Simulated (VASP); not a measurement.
Calculation: LDA (Ceperley-Alder, Perdew-Zunger), VASP's LDA PAW potentials (set 64) (plane waves; VASP).

A VASP calculation is set up with these files.

File POSCAR:
```
SrTiO3
1
    3.9050000000     0.0000000000     0.0000000000
    0.0000000000     3.9050000000     0.0000000000
    0.0000000000     0.0000000000     3.9050000000
Sr Ti O
1 1 3
Direct
  0.0000000000   0.0000000000   0.0000000000
  0.5000000000   0.5000000000   0.5000000000
  0.5000000000   0.0000000000   0.5000000000
  0.0000000000   0.5000000000   0.5000000000
  0.5000000000   0.5000000000   0.0000000000
```

**KPOINTS**
```
Automatic mesh
0
Gamma
6 6 6
0 0 0
```

**INCAR**
```
ALGO = Normal
EDIFF = 1E-6
EDIFFG = -0.01
ENCUT = 520
IBRION = 2
ISIF = 3
ISMEAR = 0
LASPH = .TRUE.
LCHARG = .FALSE.
LMAXMIX = 4
LREAL = .FALSE.
LWAVE = .FALSE.
NELM = 100
NSW = 60
PREC = Accurate
SIGMA = 0.05
SYSTEM = SrTiO3
```

POTCAR, in this order: Sr_sv Ti_sv O (LDA.64 set). Program: vasp_std.

Output of the run:

OUTCAR:
```
 ion  position               nearest neighbor table
   1  0.000  0.000  0.000-   3 2.76   4 2.76   5 2.76   3 2.76   4 2.76   4 2.76   5 2.76   4 2.76
                             3 2.76   5 2.76   3 2.76   5 2.76   2 3.38   2 3.38   2 3.38   2 3.38
   2  0.500  0.500  0.500-   3 1.95   4 1.95   5 1.95   5 1.95   3 1.95   4 1.95   1 3.38   1 3.38
                             1 3.38   1 3.38   1 3.38   1 3.38   1 3.38   1 3.38
   3  0.500  0.000  0.500-   2 1.95   2 1.95   1 2.76   1 2.76   1 2.76   1 2.76
   4  0.000  0.500  0.500-   2 1.95   2 1.95   1 2.76   1 2.76   1 2.76   1 2.76
   5  0.500  0.500  0.000-   2 1.95   2 1.95   1 2.76   1 2.76   1 2.76   1 2.76
  LATTYP: Found a simple cubic cell.
 ALAT       =     3.9050000000
 Subroutine PRICEL returns:
 Original cell was already a primitive cell.
 Subroutine GETGRP returns: Found 48 space group operations
The static configuration has the point symmetry O_h .
The dynamic configuration has the point symmetry O_h .
 Subroutine INISYM returns: Found 48 space group operations
 Subroutine IBZKPT returns following result:
 Found     20 irreducible k-points:

 Following reciprocal coordinates:
            Coordinates               Weight
  0.000000  0.000000  0.000000      1.000000
  0.166667  0.000000  0.000000      6.000000
  0.333333  0.000000  0.000000      6.000000
  0.500000  0.000000  0.000000      3.000000
  0.166667  0.166667  0.000000     12.000000
  0.333333  0.166667  0.000000     24.000000
  0.500000  0.166667  0.000000     12.000000
  0.333333  0.333333  0.000000     12.000000
  0.500000  0.333333  0.000000     12.000000
  0.500000  0.500000  0.000000      3.000000
  0.166667  0.166667  0.166667      8.000000
  0.333333  0.166667  0.166667     24.000000
  0.500000  0.166667  0.166667     12.000000
  0.333333  0.333333  0.166667     24.000000
  0.500000  0.333333  0.166667     24.000000
  0.500000  0.500000  0.166667      6.000000
  0.333333  0.333333  0.333333      8.000000
  0.500000  0.333333  0.333333     12.000000
  0.500000  0.500000  0.333333      6.000000
  0.500000  0.500000  0.500000      1.000000
   k-points           NKPTS =     20   k-points in BZ     NKDIM =     20   number of bands    NBANDS=     24
   number of dos      NEDOS =    301   number of ions     NIONS =      5
   total plane-waves  NPLWV =  27000
   dimension x,y,z NGX =    30 NGY =   30 NGZ =   30
   dimension x,y,z NGXF=    60 NGYF=   60 NGZF=   60
   ions per type =               1   1   3
   PREC   = accura    normal or accurate (medium, high low for compatibility)
   ISTART =      0    job   : 0-new  1-cont  2-samecut
   ICHARG =      2    charge: 1-file 2-atom 10-const
   ISPIN  =      1    spin polarized calculation?
   LNONCOLLINEAR =      F non collinear calculations
   LSORBIT =      F    spin-orbit coupling
   INIWAV =      1    electr: 0-lowe 1-rand  2-diag
   ENCUT  =  520.0 eV  38.22 Ry    6.18 a.u.   7.26  7.26  7.26*2*pi/ulx,y,z
   NELM   =    100;   NELMIN=  2; NELMDL= -5     # of ELM steps
   EDIFF  = 0.1E-05   stopping-criterion for ELM
   LREAL  =      F    real-space projection
   NLSPLINE    = F    spline interpolate recip. space projectors
   LMAXMIX     =    4 max onsite mixed and CHGCAR
   VOSKOWN=      0    Vosko Wilk Nusair interpolation
   EDIFFG = -.1E-01   stopping-criterion for IOM
   NSW    =     60    number of steps for IOM
   NBLOCK =      1;   KBLOCK =     60    inner block; outer block
   IBRION =      2    ionic relax: 0-MD 1-quasi-New 2-CG
   NFREE  =      1    steps in history (QN), initial steepest desc. (CG)
   ISIF   =      3    stress and relaxation
   ISYM   =      2    0-nonsym 1-usesym 2-fastsym
   TEIN   =    0.0    initial temperature
   TEBEG  =    0.0;   TEEND  =   0.0 temperature during run
   SMASS  =  -3.00    Nose mass-parameter (am)
   PSTRESS=    0.0 pullay stress
   NELECT =      40.0000    total number of electrons
   EFERMI =   0.00;   METHOD = LEGACY
   ISMEAR =     0;   SIGMA  =   0.05  broadening in eV -4-tet -1-fermi 0-gaus
...
```

OSZICAR:
```
       N       E                     dE             d eps       ncg     rms          rms(c)
DAV:   1     0.440921398186E+03    0.44092E+03   -0.21859E+04   960   0.184E+03
DAV:   2    -0.107159915801E+02   -0.45164E+03   -0.44320E+03  1184   0.498E+02
DAV:   3    -0.523857117070E+02   -0.41670E+02   -0.40752E+02  1392   0.143E+02
DAV:   4    -0.541297933049E+02   -0.17441E+01   -0.17434E+01  1368   0.265E+01
DAV:   5    -0.541833695803E+02   -0.53576E-01   -0.53573E-01  1288   0.369E+00    0.272E+01
DAV:   6    -0.443834006616E+02    0.98000E+01   -0.66633E+01  1440   0.744E+01    0.175E+01
DAV:   7    -0.442729516140E+02    0.11045E+00   -0.92925E+00  1152   0.241E+01    0.110E+01
DAV:   8    -0.442645104259E+02    0.84412E-02   -0.22760E+00  1216   0.162E+01    0.324E+00
DAV:   9    -0.441438529186E+02    0.12066E+00   -0.59169E-01  1168   0.789E+00    0.904E-01
DAV:  10    -0.441467941786E+02   -0.29413E-02   -0.11197E-01  1336   0.241E+00    0.792E-01
DAV:  11    -0.441396849113E+02    0.71093E-02   -0.65374E-02  1456   0.213E+00    0.196E-01
DAV:  12    -0.441393032394E+02    0.38167E-03   -0.30744E-03  1168   0.621E-01    0.722E-02
DAV:  13    -0.441392845919E+02    0.18647E-04   -0.39499E-04  1192   0.133E-01    0.446E-02
DAV:  14    -0.441392778837E+02    0.67082E-05   -0.47850E-05  1552   0.474E-02    0.924E-03
DAV:  15    -0.441392772727E+02    0.61099E-06   -0.45640E-06   952   0.159E-02
   1 F= -.44139277E+02 E0= -.44139277E+02  d E =-.441393E+02
       N       E                     dE             d eps       ncg     rms          rms(c)
DAV:   1    -0.454287800663E+02   -0.12895E+01   -0.37243E+01  1144   0.650E+01    0.114E+01
DAV:   2    -0.442934367401E+02    0.11353E+01   -0.41085E+00  1160   0.193E+01    0.373E+00
DAV:   3    -0.441035320975E+02    0.18990E+00   -0.10383E+00  1368   0.831E+00    0.107E+00
DAV:   4    -0.441140640598E+02   -0.10532E-01   -0.16177E-01  1400   0.291E+00    0.711E-01
DAV:   5    -0.441251704244E+02   -0.11106E-01   -0.26680E-02  1584   0.867E-01    0.599E-01
DAV:   6    -0.441319711196E+02   -0.68007E-02   -0.91172E-03  1168   0.780E-01    0.192E-01
DAV:   7    -0.441326426486E+02   -0.67153E-03   -0.62638E-03  1608   0.422E-01    0.700E-02
DAV:   8    -0.441328156502E+02   -0.17300E-03   -0.53304E-04  1416   0.145E-01    0.181E-02
DAV:   9    -0.441328212311E+02   -0.55809E-05   -0.71031E-05  1376   0.453E-02    0.834E-03
DAV:  10    -0.441328204380E+02    0.79310E-06   -0.23760E-06  1056   0.119E-02
   2 F= -.44132820E+02 E0= -.44132820E+02  d E =0.645683E-02
       N       E                     dE             d eps       ncg     rms          rms(c)
DAV:   1    -0.445126299315E+02   -0.37981E+00   -0.97484E+00  1144   0.345E+01    0.557E+00
DAV:   2    -0.442214617556E+02    0.29117E+00   -0.11361E+00  1104   0.108E+01    0.201E+00
DAV:   3    -0.441732972602E+02    0.48164E-01   -0.31101E-01  1152   0.366E+00    0.886E-01
DAV:   4    -0.441747860717E+02   -0.14888E-02   -0.69544E-02  1376   0.148E+00    0.850E-01
DAV:   5    -0.441765303814E+02   -0.17443E-02   -0.73183E-03  1632   0.806E-01    0.626E-01
DAV:   6    -0.441786765066E+02   -0.21461E-02   -0.52640E-03  1272   0.417E-01    0.207E-01
DAV:   7    -0.441792566613E+02   -0.58015E-03   -0.13460E-03  1464   0.194E-01    0.673E-02
DAV:   8    -0.441793391281E+02   -0.82467E-04   -0.11230E-04  1200   0.852E-02    0.182E-02
DAV:   9    -0.441793513671E+02   -0.12239E-04   -0.73328E-05  1424   0.572E-02    0.438E-03
DAV:  10    -0.441793521633E+02   -0.79612E-06   -0.85141E-06   928   0.193E-02
   3 F= -.44179352E+02 E0= -.44179352E+02  d E =-.400749E-01
```

**OUTCAR**
```
------------------------ aborting loop because EDIFF is reached ----------------------------------------
  FORCE on cell =-STRESS in cart. coord.  units (eV):
  Direction    XX          YY          ZZ          XY          YZ          ZX
  --------------------------------------------------------------------------------------
  Total       -0.0139803     -0.0139803     -0.0139803     -0.0000000      0.0000000     -0.0000000
  in kB       -0.3889600     -0.3889600     -0.3889600     -0.0000000      0.0000000     -0.0000000
  external PRESSURE =      -0.3889600 kB  Pullay stress =       0.0000000 kB
  volume of cell :       57.59
      direct lattice vectors                 reciprocal lattice vectors
     3.861656537  0.000000000  0.000000000     0.258956225  0.000000000  0.000000000
    -0.000000000  3.861656537  0.000000000    -0.000000000  0.258956225  0.000000000
    -0.000000000 -0.000000000  3.861656537    -0.000000000 -0.000000000  0.258956225
 POSITION                                       TOTAL-FORCE (eV/Angst)
 -----------------------------------------------------------------------------------
      0.00000      0.00000      0.00000         0.000000      0.000000      0.000000
      1.93083      1.93083      1.93083        -0.000000     -0.000000      0.000000
      1.93083     -0.00000      1.93083         0.000000     -0.000000      0.000000
     -0.00000      1.93083      1.93083        -0.000000     -0.000000      0.000000
      1.93083      1.93083      0.00000         0.000000      0.000000      0.000000
 -----------------------------------------------------------------------------------
    total drift:                                0.000000      0.000000     -0.000000
  FREE ENERGIE OF THE ION-ELECTRON SYSTEM (eV)
  ---------------------------------------------------
  free  energy   TOTEN  =       -44.1793521633 eV

  energy  without entropy=      -44.1793521633  energy(sigma->0) =      -44.17935216

 reached required accuracy - stopping structural energy minimisation
```
(Selected blocks of OUTCAR.)

File CONTCAR:
```
SrTiO3
   1.00000000000000
     3.8616565374439999    0.0000000000000000    0.0000000000000000
    -0.0000000000000000    3.8616565374439999    0.0000000000000000
    -0.0000000000000000   -0.0000000000000000    3.8616565374439999
  Sr              Ti              O
     1     1     3
Direct
     0.0000000000000000    0.0000000000000000    0.0000000000000000
     0.5000000000000000    0.5000000000000000    0.5000000000000000
     0.5000000000000000    0.0000000000000000    0.5000000000000000
     0.0000000000000000    0.5000000000000000    0.5000000000000000
     0.5000000000000000    0.5000000000000000    0.0000000000000000
```

### OUTCAR
```
 val. band max:        4.1604125436   @ k =   0.5000   0.5000   0.5000

 cond. band min:       5.9660388758   @ k =   0.0000   0.0000   0.0000


 Fermi energy:         4.5614132981

 k-point     1 :       0.0000    0.0000    0.0000
  band No.  band energies     occupation
      1     -51.4321      2.00000
      2     -28.2358      2.00000
      3     -28.1083      2.00000
      4     -28.1083      2.00000
      5     -28.1083      2.00000
      6     -13.0936      2.00000
      7     -12.0442      2.00000
      8     -12.0442      2.00000
      9     -10.3538      2.00000
     10     -10.3538      2.00000
     11     -10.3538      2.00000
     12       1.2937      2.00000
     13       1.2937      2.00000
     14       1.2937      2.00000
     15       2.9135      2.00000
     16       2.9135      2.00000
     17       2.9135      2.00000
     18       3.8240      2.00000
     19       3.8240      2.00000
     20       3.8240      2.00000
     21       5.9660      0.00000
     22       5.9660      0.00000
     23       5.9660      0.00000
     24       8.7240      0.00000

 k-point     2 :       0.1667    0.0000    0.0000
  band No.  band energies     occupation
      1     -51.4316      2.00000
      2     -28.2642      2.00000
      3     -28.1074      2.00000
      4     -28.1074      2.00000
      5     -28.0938      2.00000
      6     -13.1270      2.00000
      7     -12.0353      2.00000
      8     -12.0323      2.00000
      9     -10.3397      2.00000
     10     -10.3397      2.00000
     11     -10.1414      2.00000
     12       0.9192      2.00000
     13       1.2630      2.00000
     14       1.2630      2.00000
     15       2.5449      2.00000
     16       2.5449      2.00000
     17       2.6526      2.00000
     18       3.0301      2.00000
     19       3.6654      2.00000
     20       3.6654      2.00000
     21       6.0129      0.00000
     22       6.5972      0.00000
     23       6.5972      0.00000
     24       8.7450      0.00000
...
```

Energy and stress use the plane-wave basis of the starting cell.

The compound is SrTiO3 in the cubic perovskite structure, the ideal cubic form; the compound distorts at low or room temperature. This run relaxes it. Symmetry was kept, so distortions that lower it aren't found.
